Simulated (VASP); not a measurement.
```xyz
2
Lattice="0.0000 1.7751 1.7751 1.7751 0.0000 1.7751 1.7751 1.7751 0.0000" Properties=species:S:1:pos:R:3 pbc="T T T"
B      0.0000     0.0000     0.0000
N      0.8876     0.8876     0.8876
```

All values below come from optB88-vdW, VASP's PBE PAW potentials (set 64) (plane waves; VASP 6.6.1). Settings: 520 eV cut-off, 12×12×12 Γ-centred mesh, Gaussian smearing of 0.050 eV, potentials B N.

Give the stress tensor in GPa (positive for a compressed cell).

```
25.95   0.00   0.00
 0.00  25.95   0.00
 0.00   0.00  25.95
```
The pressure is its mean diagonal, 25.95 GPa.

The compound is BN in the zinc blende structure. This cell is one point of a volume scan, at 0.94 of the reference volume.
